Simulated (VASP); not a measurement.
BP (zinc blende): the bulk modulus from VASP (plane waves, PAW) at several levels of theory. Static lattice, third-order Birch-Murnaghan fit over five volumes.

```tsv
level	bulk modulus (GPa)	error against measurement
LDA	175	-0.8 %
PBE	162	-8.4 %
PBEsol	169	-4.4 %
RPBE	155	-12.0 %
AM05	168	-4.8 %
PBE-D3(BJ)	170	-3.7 %
PBE-D4	170	-3.5 %
optB88-vdW	160	-9.3 %
rev-vdW-DF2	164	-7.1 %
revTPSS	164	-6.8 %
SCAN	174	-1.5 %
r2SCAN	170	-3.8 %
r2SCAN+rVV10	172	-2.7 %
HSEsol	179	+1.3 %
```

Measured: 176 GPa at 0 K (as given by Tamar Goldzak et al., The Journal of Chemical Physics (2022), arXiv:2208.04865; 0 K, zero-point effect removed).

The cell of the LDA run:

```xyz
2
Lattice="0.0000 2.2451 2.2451 2.2451 0.0000 2.2451 2.2451 2.2451 0.0000" Properties=species:S:1:pos:R:3 pbc="T T T"
B      0.0000     0.0000     0.0000
P      1.1225     1.1225     1.1225
```

Only levels that ran to the end are used. Left out are those held back, those with too coarse a band path, GW runs whose mesh misses a band edge, hybrids' fits of cells that aren't cubic and levels without matching references; a question may draw on a part of the rest.

The compound is BP in the zinc blende structure.
